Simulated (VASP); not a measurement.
Consider the following.

```yaml
crystal:
  lattice:
    - [0.00000, 1.75808, 1.75808]
    - [1.75808, 0.00000, 1.75808]
    - [1.75808, 1.75808, 0.00000]
  atoms:
    - { symbol: Ni, position: [0.00000, 0.00000, 0.00000], spin: 0.6 }
```

Level of theory: PBE GGA, VASP's PBE PAW potentials (set 64) (plane waves; VASP 6.6.1). Run with 520 eV cut-off, Gaussian smearing of 0.050 eV, potentials Ni.

Task: Predict the cell moment, band gap (along the path) with the smallest direct gap where there is one.

Result: 
| Quantity | Result |
|---|---|
| band gap (along the path) | none (metal, semimetal or under 0.01 eV) |
| cell moment | 0.62 μB |

Total energies compare only between runs with the same potentials, cut-off and functional.

The compound is Ni in the fcc structure. It was relaxed first.
